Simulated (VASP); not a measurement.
Computed with LDA (Ceperley-Alder, Perdew-Zunger), VASP's LDA PAW potentials (set 64) (plane waves; VASP 6.6.1).

Gaps are without spin-orbit coupling.

### Question
Order these relaxed crystals by band gap, smallest first: Cd2SrP2, P-3m1 (164); SrO, Fm-3m (225); BaO2, Cmmm (65); Cd2SrAs2, P-3m1 (164).

### Answer
Cd2SrAs2, P-3m1 (164) (0.24 eV), Cd2SrP2, P-3m1 (164) (0.83 eV), BaO2, Cmmm (65) (1.46 eV), SrO, Fm-3m (225) (3.07 eV)
